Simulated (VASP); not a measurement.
Input:

```
CoSi2
1.0
    0.00000     2.67870     2.67870
    2.67870     0.00000     2.67870
    2.67870     2.67870     0.00000
Co Si
1 2
Direct
  0.00000   0.00000   0.00000
  0.25000   0.25000   0.25000
  0.75000   0.75000   0.75000
```

All values below come from PBE GGA, VASP's PBE PAW potentials (set 64) (plane waves; VASP 6.6.1). Settings: 500 eV cut-off, 10×10×10 Γ-centred mesh, first-order Methfessel-Paxton smearing of 0.10 eV, potentials Co Si.

Energy and stress use the plane-wave basis of the starting cell.

Question: The ions, cell shape and volume at an external pressure of 5.0 GPa are relaxed. What does this cell relax into?

Answer: 
```
CoSi2
1.0
    0.00000     2.65586     2.65586
    2.65586     0.00000     2.65586
    2.65586     2.65586     0.00000
Co Si
1 2
Direct
  0.00000   0.00000   0.00000
  0.25000   0.25000   0.25000
  0.75000   0.75000   0.75000
```
Space group Fm-3m (225), at a tolerance of 0.03 Å.

Question: How do energy and volume change from the first to the last step?

Answer: The energy (σ→0) changes by +5.0 meV/atom and the volume by -2.5 %, in 3 ionic steps.

| step | E(σ→0) (eV) | max force (eV/Å) | pressure (GPa) | volume (Å³) |
|---|---|---|---|---|
| 1 | -19.2963 | 0.000 | 0.09 | 38.44 |
| 2 | -19.2209 | 0.000 | 11.74 | 36.30 |
| 3 | -19.2814 | 0.000 | 4.87 | 37.47 |

The compound is CoSi2 in the fluorite structure. This run relaxes it under an external pressure of 5 GPa. Symmetry was kept, so distortions that lower it aren't found. The run is not spin-polarised, so no magnetic state was tried. The electron count is odd and the run is not spin-polarised, which forces a metal.
